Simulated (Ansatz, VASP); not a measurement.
# Cross-check of Cu2Pd between VASP and Ansatz, part 2 of 2

Wanted: the spread between two codes on one cell, functional and k mesh. The cell is generated by rule, not measured, and may not be a known phase. The cell is taken from a series of runs on this material, whose earlier steps may have relaxed, scaled, displaced or heated it; both programs get it as it stands.

VASP 6.6.1 and Ansatz 0.2.0.

So far: The structure; VASP: relaxation of cell and atoms, PBEsol, pair 1; Ansatz: relaxation of cell and atoms, PBEsol, pair 1.

The structure was built from a prototype and need not be the compound's stable phase.

## (4) Side by side

Known differences besides the potentials themselves: the data sets hold 56 valence electrons in Ansatz (on its default PAW (the set named soft_2) files) and 32 in VASP; the cutoff is 420 eV in Ansatz and 600 eV in VASP; Ansatz makes its cores anew for this functional, VASP keeps those of its PBE data sets; Ansatz adds a Pulay correction to the stress that steers its cell, VASP none. Total energies have different zeros and are not compared.

The two programs side by side:

```
                                         quantity  Ansatz   VASP  difference
                                      volume (Å³)   37.72  37.79     -0.21 %
edge a after relaxation, in the typed setting (Å)   4.098  4.101     -0.08 %
edge c after relaxation, in the typed setting (Å)   2.593  2.595     -0.05 %
```

## (5) VASP: relaxation of cell and atoms, PBEsol, pair 2

The relaxed volume is the usual yardstick between codes: in a stiff, nearly cubic crystal its relative difference is about their pressure difference at one cell divided by the bulk modulus.

The input, INCAR:

```
SYSTEM = Cu2Pd
PREC = Accurate
ENCUT = 600
EDIFF = 1E-07
NELM = 120
ISMEAR = 0
SIGMA = 0.1
LREAL = .FALSE.
ALGO = Normal
GGA = PS
NBANDS = 22
LASPH = .TRUE.
LORBIT = 11
LWAVE = .FALSE.
LCHARG = .FALSE.
ISIF = 3
IBRION = 2
NSW = 80
EDIFFG = -0.005
GGA_COMPAT = .FALSE.
NELMIN = 4
KPAR = 2
```

The input, POSCAR:

```
Cu2Pd
1.0
    4.0992840000      0.0000000000      0.0000000000
   -2.0496420000      3.5500850000      0.0000000000
    0.0000000000      0.0000000000      2.5973780000
Cu Pd
2 1
Direct
    0.3333332864      0.6666665728      0.5000000000
    0.6666667136      0.3333334272      0.5000000000
    0.0000000000      0.0000000000      0.0000000000
```

The input, KPOINTS:

```
Automatic mesh
0
Gamma
12 12 16
0 0 0
```

Potentials, in the order of the species: Cu and Pd (PBE family, release 64).

Started as:

```sh
> mpirun -np 2 vasp_std
```

Numbers of over 12 decimals in the logs are rounded to 6 here.

The log of the run:

```text
[banner, memory and clock lines left out]
running    2 mpi-ranks, on    1 nodes
[...]
[... a notice as in an earlier step ...]

 LDA part: xc-table for (Slater+PW92), standard interpolation
 POSCAR, INCAR and KPOINTS ok, starting setup
[...]
entering main loop
       N       E                     dE             d eps       ncg     rms          rms(c)
DAV:   1     0.237757280016E+03    0.23776E+03   -0.16089E+04  7956   0.253E+03
DAV:   2    -0.109230216449E+01   -0.23885E+03   -0.22259E+03  7596   0.390E+02
DAV:   3    -0.171013357729E+02   -0.16009E+02   -0.14322E+02  8654   0.129E+02
DAV:   4    -0.174512110813E+02   -0.34988E+00   -0.34935E+00 10972   0.183E+01
[...]
DAV:  14    -0.146986006106E+02    0.36543E-06   -0.10419E-06 11440   0.268E-02    0.135E-03
DAV:  15    -0.146986005087E+02    0.10187E-06   -0.43943E-08  4968   0.884E-03    0.601E-04
DAV:  16    -0.146986005037E+02    0.50718E-08   -0.58632E-08  4572   0.311E-03
   1 F= -.14698601E+02 E0= -.14696337E+02  d E =-.146986E+02
[... from here on, the cycles between the ionic steps are left out ...]
   2 F= -.14699811E+02 E0= -.14697703E+02  d E =-.121032E-02
   3 F= -.14699818E+02 E0= -.14697721E+02  d E =-.121720E-02
   4 F= -.14699916E+02 E0= -.14697858E+02  d E =-.987278E-04
   5 F= -.14699967E+02 E0= -.14697898E+02  d E =-.149327E-03
   6 F= -.14699972E+02 E0= -.14697898E+02  d E =-.154443E-03
[...]
reached required accuracy - stopping structural energy minimisation
```

Parts of OUTCAR (step 5):

```text
  Total       -0.0050751     -0.0050751      0.0032665      0.0000000      0.0000000      0.0000000
  in kB       -0.2148484     -0.2148485      0.1382823      0.0000000      0.0000000      0.0000000
  external PRESSURE =      -0.0971382 kB  Pullay stress =       0.0000000 kB

 POSITION                                       TOTAL-FORCE (eV/Angst)
 -----------------------------------------------------------------------------------
     -0.00000      2.37463      1.29166        -0.000000     -0.000000     -0.000000
      2.05649      1.18732      1.29166         0.000000      0.000000      0.000000
      0.00000      0.00000      0.00000         0.000000     -0.000000      0.000000
 -----------------------------------------------------------------------------------
    total drift:                                0.000000     -0.000000     -0.000000

  FREE ENERGIE OF THE ION-ELECTRON SYSTEM (eV)
  ---------------------------------------------------
  free  energy   TOTEN  =       -14.6999721475 eV

  energy  without entropy=      -14.6958242326  energy(sigma->0) =      -14.69789819

[... 1 part as in an earlier step ...]

[... 3 further parts left out ...]
[key lines of the parts left out:]
E-fermi :   8.3798
```

## (6) Ansatz: relaxation of cell and atoms, PBEsol, pair 2

The same cell, functional, mesh and smearing now go to Ansatz, which takes its cutoff from its data sets.

The cell is taken from a series of runs on this material, whose earlier steps may have relaxed, scaled, displaced or heated it; both programs get it as it stands.

The input, input.yaml:

```yaml
crystal:
  lattice:
    - [4.0992844895, 0.0, 0.0]
    - [-2.0496422448, 3.5500845053, 0.0]
    - [0.0, 0.0, 2.5973779866]
  atoms:
    - { symbol: Cu, position: [0.3333333333, 0.6666666667, 0.5] }
    - { symbol: Cu, position: [0.6666666667, 0.3333333333, 0.5] }
    - { symbol: Pd, position: [0.0, 0.0, 0.0] }
kpoints:
  mp_grid: { grid: [12, 12, 16] }
hamiltonian:
  xc: pbesol
scf:
  occupations: { method: gaussian, width: 0.1 }
output:
  forces: true
  stress: true
  eigenvalues: true
  write_density: true
  write_potential: true
  elf: true
  volumetric_format: npy
relax:
  adjacent_minimum: "off"
  f_tol: 0.005
  max_steps: 80
  cell: { stress_tol: 0.05 }
```

Started as:

```sh
> ansatz run input.yaml --threads 8 --pin off --max-ram 14336MiB --backend cpu --events-out ev --progress --plain --runs-dir out
```

The log of the run:

```text
[...]
Crystal: 3 atoms, lattice volume = 37.799 Å³
Basis set: ecut = 420 eV, 717 PW (Γ), exchange–correlation on 60×60×36 points (8 copies of the dense FFT grid, shifted against one another)
Bands: 34, of which v1, the nominal top of the filled ones, is band 28 counted from 1 (27 counted from 0)
Symmetry: 24 space group operations
[...]
k-points: 171 of 2304
[...]
--- Relaxed structure (3 steps of the walk, 3 accepted, 1 SCFs on fresh bases) ---
[...]
cell:  # Å, volume = 37.7697 Å³
    - [4.109269, 2.893792403846198e-11, 0.0]
    - [-2.054634, 3.558731, 0.0]
    - [0.0, 0.0, 2.582760]
  atoms:
    - { symbol: Cu, position: [0.333333, 0.666667, 0.500000] }
    - { symbol: Cu, position: [0.666667, 0.333333, 0.500000] }
    - { symbol: Pd, position: [0, 0, 0.0] }
[key lines of the parts left out:]
SCF converged after 9 iterations
Free energy (F): -20084.301128 eV
Fermi energy:    18.065211 eV
P = ⅓ Tr σ = -0.0221 GPa (-0.221 kbar)
```

## (7) Comparison

What differs besides the data sets and the points named for the pairs above, as far as they apply: the data sets hold 56 valence electrons in Ansatz (on its default PAW (the set named soft_2) files) and 32 in VASP. Total energies have different zeros and are not compared.

Both answers:

```
                                         quantity  Ansatz   VASP  difference
                                      volume (Å³)   37.77  37.85     -0.20 %
edge a after relaxation, in the typed setting (Å)   4.109  4.113     -0.09 %
edge c after relaxation, in the typed setting (Å)   2.583  2.583     -0.02 %
```

## (8) Summary of results

- difference in volume (relaxation of cell and atoms, PBEsol, pair 1): -0.21 %
- difference in volume (relaxation of cell and atoms, PBEsol, pair 2): -0.20 %

**Reading.** The difference in volume is -0.21 % (relaxation of cell and atoms, PBEsol, pair 1), within the 1.2 % picked in this series as the mark of a large difference, as far as the stopping tolerances let one tell. The data sets hold unlike numbers of valence electrons (56 in Ansatz and 32 in VASP), so part of the differences comes from the potentials. 1 further run of this series is not shown here. How closely two codes agree says nothing of how well the functional describes the real material.

[Lines on the potential files, build, host, timing and source positions are cut from VASP's logs without a mark.]

[Logs are printed without paths, hosts, clocks, repeated set-up lines and the standing remarks that a program may print on its own settings, such as how far it seeks lower states.]

[Hosts, paths, dates, database ids (printed as entryN), source tags and the programs' standing remarks are cut or masked in the printed files.]
